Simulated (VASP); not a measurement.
```
CELL_PARAMETERS angstrom
      1.22705    -2.12531     0.00000
      1.22705     2.12531     0.00000
      0.00000     0.00000     3.95823
ATOMIC_POSITIONS crystal
  Co 0.33333 0.66667 0.25000
  Co 0.65490 0.34510 0.75000
```
Starting moments (μB, in the order of the record's atoms Co Co): 1.6 1.6.

Calculation: PBEsol GGA, VASP's PBE PAW potentials (set 64) (plane waves; VASP). Settings: 480 eV cut-off, 16×16×8 Γ-centred mesh, first-order Methfessel-Paxton smearing of 0.10 eV, potentials Co.

Task: Give the force on each atom (eV/Å).

Result: 
| atom | Fx | Fy | Fz |
|---|---|---|---|
| Co1 | 0.000 | 0.157 | 0.000 |
| Co2 | 0.000 | -0.157 | 0.000 |

Task: Give the stress tensor in GPa (positive for a compressed cell).

Result: 
```
-1.00   0.00   0.00
 0.00   0.83   0.00
 0.00   0.00   0.59
```
The pressure is its mean diagonal, 0.14 GPa.

The compound is Co in the hcp structure. This cell was strained or had an atom moved on purpose.
